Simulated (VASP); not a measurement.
An input for Quantum ESPRESSO's pw.x (written as the equivalent of a VASP run, and not itself run):

```
&CONTROL
  calculation = 'vc-relax'
  pseudo_dir = './pseudo'
  outdir = './out'
  tprnfor = .true.
  tstress = .true.
  nstep = 40
  forc_conv_thr = 0.00078
/
&SYSTEM
  ibrav = 0
  nat = 5
  ntyp = 3
  ecutwfc = 84
  occupations = 'smearing'
  smearing = 'gaussian'
  degauss = 0.003675
  input_dft = 'pbe'
/
&ELECTRONS
  conv_thr = 7.3e-08
  electron_maxstep = 100
/
&IONS
/
&CELL
/
ATOMIC_SPECIES
  Ba 137.327 Ba.upf
  Hf 178.490 Hf.upf
  O 15.999 O.upf
CELL_PARAMETERS angstrom
     4.2014504    0.0000000    0.0000000
     0.0000000    4.2014504    0.0000000
     0.0000000    0.0000000    4.2014504
ATOMIC_POSITIONS crystal
  Ba   0.0000000  0.0000000  0.0000000
  Hf   0.5000000  0.5000000  0.5000000
  O    0.5000000  0.0000000  0.5000000
  O    0.0000000  0.5000000  0.5000000
  O    0.5000000  0.5000000  0.0000000
K_POINTS automatic
  5 5 5 0 0 0
```

Question: Translate this input to VASP (INCAR, KPOINTS, POSCAR, choice of POTCAR).

Answer: Several could match; the one computed here: 
KPOINTS:
```
kpoints
0
Gamma
 5 5 5
```

**INCAR**
```
EDIFFG=-0.02
SYSTEM=BaHfO3
ISMEAR=0   ! Gaussian
LASPH=.TRUE.
NSW=40   ! most ionic steps
IBRION=2
GGA=PE
PREC=Accurate
SIGMA=0.05   ! width (eV)
NELM=100   ! most electronic steps
EDIFF=1E-6   ! SCF stop (eV)
LCHARG=.FALSE.
ISIF=3   ! ions, shape and volume
ALGO=Normal   ! blocked Davidson
LREAL=.FALSE.
LWAVE=.FALSE.
LMAXMIX=6
ENCUT=620   ! plane-wave cut-off (eV)
```

POSCAR:
```
BaHfO3
1
    4.2014504049     0.0000000000     0.0000000000
    0.0000000000     4.2014504049     0.0000000000
    0.0000000000     0.0000000000     4.2014504049
Ba Hf O
1 1 3
Direct
  0.0000000000   0.0000000000   0.0000000000
  0.5000000000   0.5000000000   0.5000000000
  0.5000000000   0.0000000000   0.5000000000
  0.0000000000   0.5000000000   0.5000000000
  0.5000000000   0.5000000000   0.0000000000
```

POTCAR, in this order: Ba_sv Hf_pv O (PBE.64 set). Program: vasp_std.

The two are equivalent in intent, not identical: the potentials are each code's own (VASP's PAW set, PseudoDojo norm-conserving files in pw.x), so ENCUT and ecutwfc are chosen apart and not converted; conv_thr bounds pw.x's estimated SCF error, while EDIFF bounds the energy change between steps; forc_conv_thr acts on force components and is met together with etot_conv_thr.

The compound is BaHfO3 in the cubic perovskite structure. This run relaxes it. Symmetry was kept, so distortions that lower it aren't found.
